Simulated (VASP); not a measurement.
Computed with PBEsol GGA, VASP's PBE PAW potentials (set 64) (plane waves; VASP).

VASP input:

File POSCAR:
```
GaIn3P4
1
    5.7647344972     0.0000000000     0.0000000000
    0.0000000000     5.7647344972     0.0000000000
    0.0000000000     0.0000000000     5.7647344972
In P Ga
3 4 1
Direct
  0.0000000000   0.0000000000   0.0000000000
  0.5000000000   0.5000000000   0.0000000000
  0.5000000000   0.0000000000   0.5000000000
  0.2388618986   0.2611381014   0.2611381014
  0.7611381014   0.7388618986   0.2611381014
  0.7611381014   0.2611381014   0.7388618986
  0.2388618986   0.7388618986   0.7388618986
  0.0000000000   0.5000000000   0.5000000000
```

### INCAR
```
# general
SYSTEM   =  GaIn3P4
PREC     =  Accurate
ENCUT    =  400
LREAL    =  F
LASPH    =  T
ICHARG   =  11

# electronic loop
EDIFF    =  1E-7
NELM     =  100
ALGO     =  Normal
LMAXMIX  =  4

# smearing
ISMEAR   =  0
SIGMA    =  0.05

# functional
GGA      =  PS

# output
LWAVE    =  F
LCHARG   =  F
LORBIT   =  11
```

File KPOINTS:
```
k-points along high-symmetry lines
15
Line-mode
Reciprocal
  0.000000   0.000000   0.000000 ! GAMMA
  0.000000   0.500000   0.000000 ! X

  0.000000   0.500000   0.000000 ! X
  0.500000   0.500000   0.000000 ! M

  0.500000   0.500000   0.000000 ! M
  0.000000   0.000000   0.000000 ! GAMMA

  0.000000   0.000000   0.000000 ! GAMMA
  0.500000   0.500000   0.500000 ! R

  0.500000   0.500000   0.500000 ! R
  0.000000   0.500000   0.000000 ! X

  0.500000   0.500000   0.500000 ! R
  0.500000   0.500000   0.000000 ! M
```

POTCAR, in this order: In_d P Ga_d (PBE.64 set). Program: vasp_std. Read from the step before: CHGCAR.

The resulting files:

### OSZICAR
```
       N       E                     dE             d eps       ncg     rms          rms(c)
DAV:   1     0.637789034147E+03    0.63779E+03   -0.28359E+04  7759   0.175E+03
DAV:   2     0.572014681257E+02   -0.58059E+03   -0.56932E+03  8130   0.471E+02
DAV:   3    -0.299464586615E+02   -0.87148E+02   -0.83958E+02  8948   0.189E+02
DAV:   4    -0.354679174525E+02   -0.55215E+01   -0.54542E+01  9728   0.459E+01
DAV:   5    -0.356959092195E+02   -0.22799E+00   -0.22769E+00 11903   0.917E+00
DAV:   6    -0.357017839738E+02   -0.58748E-02   -0.58716E-02 11474   0.132E+00
DAV:   7    -0.357021008500E+02   -0.31688E-03   -0.31685E-03 12499   0.283E-01
DAV:   8    -0.357021077964E+02   -0.69464E-05   -0.69462E-05 11792   0.449E-02
DAV:   9    -0.357021081658E+02   -0.36939E-06   -0.36938E-06 11330   0.972E-03
DAV:  10    -0.357021081839E+02   -0.18146E-07   -0.18240E-07  7269   0.238E-03
   1 F= -.35702108E+02 E0= -.35702108E+02  d E =-.228313E-15
```

File OUTCAR:
```
 val. band max:        4.9619238840   @ k =   0.0000   0.0000   0.0000

 cond. band min:       5.7376911626   @ k =   0.0000   0.0000   0.0000



 k-point     1 :       0.0000    0.0000    0.0000
  band No.  band energies     occupation
      1      -9.6222      2.00000
      2      -9.6222      2.00000
      3      -9.6222      2.00000
      4      -9.5201      2.00000
      5      -9.5201      2.00000
      6      -9.2860      2.00000
      7      -9.2860      2.00000
      8      -9.2860      2.00000
      9      -9.1187      2.00000
     10      -9.1187      2.00000
     11      -9.1187      2.00000
     12      -9.0827      2.00000
     13      -9.0495      2.00000
     14      -9.0495      2.00000
     15      -9.0495      2.00000
     16      -9.0261      2.00000
     17      -9.0261      2.00000
     18      -9.0034      2.00000
     19      -9.0034      2.00000
     20      -8.9519      2.00000
     21      -6.7941      2.00000
     22      -4.2413      2.00000
     23      -4.2413      2.00000
     24      -4.2413      2.00000
     25      -1.5763      2.00000
     26      -0.8068      2.00000
     27      -0.8068      2.00000
     28       2.4282      2.00000
     29       2.4282      2.00000
     30       2.4282      2.00000
     31       2.6597      2.00000
     32       2.6597      2.00000
     33       2.6597      2.00000
     34       4.9619      2.00000
     35       4.9619      2.00000
     36       4.9619      2.00000
     37       5.7377      0.00000
     38       6.6163      0.00000
     39       6.6163      0.00000
     40       6.6163      0.00000
     41       6.9407      0.00000
     42       6.9407      0.00000
     43       7.2461      0.00000

 k-point     2 :       0.0000    0.0357    0.0000
  band No.  band energies     occupation
      1      -9.6222      2.00000
      2      -9.6221      2.00000
      3      -9.6221      2.00000
      4      -9.5201      2.00000
      5      -9.5201      2.00000
      6      -9.2859      2.00000
...
```

The density is held fixed in this step, so its total energy and stress have no physical meaning. Unless said otherwise, spin-orbit coupling is left out, though it shifts the bands of the heavy elements here.

The structure was generated: GaIn3P4 was put into an ordered model structure (P-43m), which need not be its known phase. It was relaxed first.
